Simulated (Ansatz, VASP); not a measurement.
# SiC3 (ordered alloy, x = 0.75, built in the cubic cell of 8 atoms (invented)) in two plane-wave programs

Wanted: the spread between two codes on one cell, functional and k mesh. The cell is generated by rule, not measured, and may not be a known phase. The two relaxations start from unlike cells of this crystal (the structure described is Ansatz's start), so only their ends are compared.

Method: plane waves, with VASP 6.6.1 beside it; relaxation of cell and atoms at r2SCAN, in Ansatz 0.2.0.

## (1) Set-up

Symmetry: R-3m, No. 166, trigonal system. The conventional cell has a = 5.704 Å, b = 5.704 Å, c = 6.985 Å, α = 90.00°, β = 90.00°, γ = 120.00°. Nearest to C lie 3 C at 1.75 Å and 1 Si at 1.75 Å. Si has 1 Si at 1.75 Å and 3 C at 1.75 Å nearest. Farther neighbours are not listed.

## (2) Ansatz: relaxation of cell and atoms, r2SCAN

Ansatz runs on its PAW soft_1 files.

The relaxed volume is the usual yardstick between codes: in a stiff, nearly cubic crystal its relative difference is about their pressure difference at one cell divided by the bulk modulus.

Input file input.yaml:

```yaml
crystal:
  lattice:
    - [2.851762, 1.646465, 2.328454]
    - [-2.851762, 1.646465, 2.328454]
    - [0.0, -3.292931, 2.328454]
  atoms:
    - { symbol: C, position: [0.875, 0.875, 0.375] }
    - { symbol: C, position: [0.875, 0.375, 0.875] }
    - { symbol: C, position: [0.375, 0.875, 0.875] }
    - { symbol: Si, position: [0.375, 0.375, 0.375] }
    - { symbol: C, position: [0.125, 0.125, 0.625] }
    - { symbol: C, position: [0.125, 0.625, 0.125] }
    - { symbol: C, position: [0.625, 0.125, 0.125] }
    - { symbol: Si, position: [0.625, 0.625, 0.625] }
kpoints:
  mp_grid: { grid: [6, 6, 6] }
hamiltonian:
  xc: r2scan
  pseudopotentials: { kind: paw, azcp: { folder: soft_1 } }
scf:
  occupations: { method: gaussian, width: 0.1 }
output:
  forces: true
  stress: true
  eigenvalues: true
relax:
  adjacent_minimum: "off"
  f_tol: 0.05
  max_steps: 80
  cell: { stress_tol: 0.5 }
```

The run is started by

```bash
> ansatz run input.yaml --threads 4 --pin off --max-ram 9216MiB --backend cpu --events-out ev --progress --plain --runs-dir out
```

Numbers of over 12 decimals in the logs are rounded to 6 here.

Log:

```text
The last accepted step is kept in <dir> (removed where the run ends without a failure and the disk answers)
Engine: ansatz 0.2.0, x86_64-unknown-linux-gnu
Pseudopotentials: kind: paw
Pseudopotential: C, paw, valence charge 4, recommended cutoff 500 eV (meta_gga), soft_1/C.paw.azcp
Pseudopotential: Si, paw, valence charge 4, recommended cutoff 500 eV (meta_gga), soft_1/Si.paw.azcp
Functional definition: r2SCAN
  parameter k0 = 0.174
  parameter k1 = 0.065
  parameter a1 = 4.9479
  exchange = r2scan_x(k0 = k0, k1 = k1, a1 = a1)
  correlation = r2scan_c
Crystal: 8 atoms, lattice volume = 65.597 Å³
Basis set: ecut = 500 eV, 1743 PW (Γ), exchange–correlation on 120×120×120 points (64 copies of the dense FFT grid, shifted against one another)
Bands: 24, of which v1, the nominal top of the filled ones, is band 16 counted from 1 (15 counted from 0)
Symmetry: 12 space group operations
Space group: R-3m (ITA 166), of the structure as read, at distance tolerance 4.0e-5 Å
k-points: 32 of 216
Non-local potential: C, projectors of the file, l = 0: 2, l = 1: 2, l = 2: 1
Non-local potential: Si, projectors of the file, l = 0: 2, l = 1: 2, l = 2: 1
PAW form: soft (Blöchl's): semilocal exchange-correlation on the pseudo side does not see the compensation charge
PAW frozen core: C, regenerated for the run's functional (the file was generated under x = pbe(κ = 0.804, μ = 0.219515), c = pbe(β = 0.066725))
PAW frozen core: Si, regenerated for the run's functional (the file was generated under x = pbe(κ = 0.804, μ = 0.219515), c = pbe(β = 0.066725))
PAW one-centre angular grid: C, 302 points (default); XC on 219 of its mesh's 2255 points in the sphere
PAW one-centre angular grid: Si, 302 points (default); XC on 160 Gauss nodes
Initial density: superposition of atomic densities (chi_scale 0.1, normalization cell, long waves kept (reshape's long-wave potential 0.03 eV rms))
Initial wavefunctions: pseudopotential atomic-orbital guess
Functional: x = r2scan, c = r2scan; τ floored in thin density (d = 2e-4 eV/Å³)
SCF iter   1: F=—  HF=-2778.398687 eV  |F-HF|=—  |Δ(HF+E_count)|=         —  Δρ=1.16e-1  dr2=6.68e0  dr2_τ=9.38e-1  ethr=3.10e-3  ⟨swp⟩=6.4  Hψ=4406  notcnv=0  defer=1
preconditioner: auto → Resta (q_TF=auto, 2.421 Å⁻¹)  ε∞=4.8  [insulator: Δε(μ)=1.658 eV  Ē_g=13.349 eV  σ=0.100 eV  W_gap=1.00  n_scr=18 (ndim 8)  ℏωp=25.9 eV  f_vac=0.000  D(μ)=0.00/eV (n_scr^D=0)  ε∞_Penn≈4.8]
SCF iter   2: F=—  HF=-2777.606012 eV  |F-HF|=—  |Δ(HF+E_count)|=   7.93e-1  Δρ=6.57e-2  dr2=2.23e0  dr2_τ=2.38e-2  ethr=3.10e-3  ⟨swp⟩=3.0  Hψ=1719  notcnv=0  defer=72
SCF iter   3: F=—  HF=-2777.306527 eV  |F-HF|=—  |Δ(HF+E_count)|=   2.99e-1  Δρ=6.65e-3  dr2=2.25e-2  dr2_τ=1.07e-3  ethr=3.10e-3  ⟨swp⟩=2.9  Hψ=1410  notcnv=0  defer=72
SCF iter   4: F=—  HF=-2777.310870 eV  |F-HF|=—  |Δ(HF+E_count)|=   4.34e-3  Δρ=1.67e-3  dr2=1.47e-3  dr2_τ=2.37e-4  ethr=7.03e-5  ⟨swp⟩=2.5  Hψ=1552  notcnv=0  defer=70
SCF iter   5: F=—  HF=-2777.311181 eV  |F-HF|=—  |Δ(HF+E_count)|=   3.11e-4  Δρ=3.00e-4  dr2=6.88e-5  dr2_τ=1.34e-6  ethr=4.58e-6  ⟨swp⟩=2.5  Hψ=1140  notcnv=0  defer=70
SCF iter   6: F=—  HF=-2777.311172 eV  |F-HF|=—  |Δ(HF+E_count)|=   9.17e-6  Δρ=3.97e-5  dr2=4.60e-7  dr2_τ=2.06e-8  ethr=2.15e-7  ⟨swp⟩=2.0  Hψ=1078  notcnv=0  defer=70
SCF iter   7: F=-2777.311173 eV  HF=-2777.311173 eV  |F-HF|=9.77e-10  |Δ(HF+E_count)|=   5.41e-7  Δρ=6.04e-6  dr2=1.49e-8  dr2_τ=5.27e-10  ethr=3.13e-10  ⟨swp⟩=12.3  Hψ=4522  notcnv=0
SCF 1 converged in 7 iterations: F = -2777.311173 eV  dr2 = 1.49e-8
  greatest PAW one-centre occupation: 0.730 electrons in one spin orbital (limit 2), on the Si atom at site 7 (counted from 0), in its partial waves of l = 0
relax step   1: F+E_penalty+E_count = -2777.31117278 eV  Δ(F+E_penalty+E_count) = +0.000e0 eV  max|allowed force component| = 1.672e1 eV/Å  Δτ_max = 0.0000 Å  P = +26.690 GPa  Ω = 65.597 Å³  (7 SCF iters, dr2 threshold 1.00e-7 eV, accepted)
[...]
relax step  16: F+E_penalty+E_count = -2785.85475126 eV  Δ(F+E_penalty+E_count) = -3.360e-2 eV  max|allowed force component| = 5.319e-2 eV/Å  Δτ_max = 0.0145 Å  P = +0.399 GPa  Ω = 87.937 Å³  energy of the carried Pulay correction = -3.758e-4 eV  (5 SCF iters, dr2 threshold 8.00e-7 eV, accepted)
[...]
relax step  17: F+E_penalty+E_count = -2785.85964907 eV  Δ(F+E_penalty+E_count) = -4.898e-3 eV  max|allowed force component| = 4.704e-2 eV/Å  Δτ_max = 0.0042 Å  P = +0.181 GPa  Ω = 89.099 Å³  energy of the carried Pulay correction = -5.992e-4 eV  (5 SCF iters, dr2 threshold 8.00e-7 eV, accepted)
[...]
relax step  18: F+E_penalty+E_count = -2785.86017518 eV  Δ(F+E_penalty+E_count) = -5.261e-4 eV  max|allowed force component| = 4.704e-2 eV/Å  Δτ_max = 0.0000 Å  P = +0.174 GPa  Ω = 89.099 Å³  stress off target by 3.50e-1 GPa  SCF on the basis re-selected at this cell (its energy is not comparable with the rows above)  (3 SCF iters)
basis re-selected at this cell: Δ(F+E_penalty+E_count) = -5.261e-4 eV, ΔP = -0.007 GPa vs the last step (what re-selecting the basis moved, of the pressure what is left beyond the Pulay correction that the steps carried, after the strain that the cell walked since its last selection, with what the two solves' SCF thresholds leave and, on support functions, any second-order correction that the steps lacked; it is no m [...]
SCF converged after 3 iterations
Free energy (F): -2785.860175 eV
Harris-Foulkes:  -2785.860175 eV  (|F-HF|=1.91e-9)
Internal energy: -2785.860175 eV  (E = F + TS)
E sigma→0 (E₀):  -2785.860175 eV
Fermi energy:    7.056962 eV
--- Per-component energies (eV) ---
  E_band       = -36.373971
  E_kinetic    = 610.333273
  E_local      = -922.316626  (includes V_loc(G=0)·N_el)
  E_nonlocal   = 183.435869
  E_hartree    = 300.220450
  E_xc         = -382.992824
  E_vxc        = -483.734307  (∫ρ·V_xc dr)
  E_paw        = -1646.010231  (= ΣΔE_a)
  E_vpaw       = -49.653663  (= ΣTr[D̂ρ^β])
  E_aug_tail   = 0.000035  (compensation charges beyond the density's cutoff)
  E_vtau       = 25.121876  (kinetic-family band-sum trace: ∫τ·v_τ [+ j·A + Jᵃ·Aᵃ] dr)
  E_ewald      = -928.228611
  E_core_change = -0.301510  (= ΣΔE_core)
  E_smearing   = -0.000000  (= −TS)
  E_closure    = 0.000000  (closes the sum)
  Σ components = -2785.860175   (vs F -2785.860175, Δ=0.00e0)
--- Forces (eV/Å), atoms counted from 1 ---
  atom   1  C      0.00000000    -0.01291588    -0.04704011
  atom   2  C     -0.01118548     0.00645795    -0.04704011
  atom   3  C      0.01118548     0.00645795    -0.04704011
  atom   4  Si     0.00000000    -0.00000000     0.02394742
  atom   5  C      0.00000000     0.01291588     0.04704011
  atom   6  C      0.01118548    -0.00645795     0.04704011
  atom   7  C     -0.01118548    -0.00645795     0.04704011
  atom   8  Si     0.00000000     0.00000000    -0.02394742
  max |Σ_I F_I| component: 2.78e-17 eV/Å
--- Stress (GPa, compression-positive) ---
        0.350265       0.000000       0.000000
        0.000000       0.350265       0.000000
        0.000000       0.000000      -0.179996
  P = ⅓ Tr σ = 0.1735 GPa (1.735 kbar)
--- Band table (eV; the first three rows and the last of 32) ---
  k-point 0: bands = [... 12 lower, 3.5466, 3.5466, 5.2045, 5.2045, 7.5158, 7.5158, 10.6083, 10.8211, ... 4 higher]
  k-point 1: bands = [... 12 lower, 3.5057, 3.7096, 4.7588, 5.0729, 7.7824, 7.9941, 11.0113, 11.2546, ... 4 higher]
  k-point 2: bands = [... 12 lower, 3.1959, 3.5210, 3.9712, 4.8295, 8.7730, 9.0822, 11.4279, 11.9161, ... 4 higher]
  k-point 31: bands = [... 12 lower, 3.7763, 5.5787, 5.6802, 5.6802, 9.0533, 9.0533, 10.1690, 11.2282, ... 4 higher]
--- Relaxed structure (16 steps of the walk, 16 accepted, 2 SCFs on fresh bases) ---
  F+E_penalty+E_count = -2785.86017518 eV   max|allowed force component| = 4.704e-2 eV/Å   (the final SCF, on the basis selected at the relaxed cell)
  cell:  # Å, volume = 89.0991 Å³
    - [2.802929, 1.618272, 3.273849]
    - [-2.802929, 1.618272, 3.273849]
    - [0, -3.236544, 3.273849]
  atoms:
    - { symbol: C, position: [0.854352, 0.854352, 0.291431] }
    - { symbol: C, position: [0.854352, 0.291431, 0.854352] }
    - { symbol: C, position: [0.291431, 0.854352, 0.854352] }
    - { symbol: Si, position: [0.375964, 0.375964, 0.375964] }
    - { symbol: C, position: [0.145648, 0.145648, 0.708569] }
    - { symbol: C, position: [0.145648, 0.708569, 0.145648] }
    - { symbol: C, position: [0.708569, 0.145648, 0.145648] }
    - { symbol: Si, position: [0.624036, 0.624036, 0.624036] }
```

[end of part 1 of 2]

[Lines on the potential files, build, host, timing and source positions are cut from VASP's logs without a mark.]

[Logs are printed without paths, hosts, clocks, repeated set-up lines and the standing remarks that a program may print on its own settings, such as how far it seeks lower states.]

[Hosts, paths, dates, database ids (printed as entryN), source tags and the programs' standing remarks are cut or masked in the printed files.]
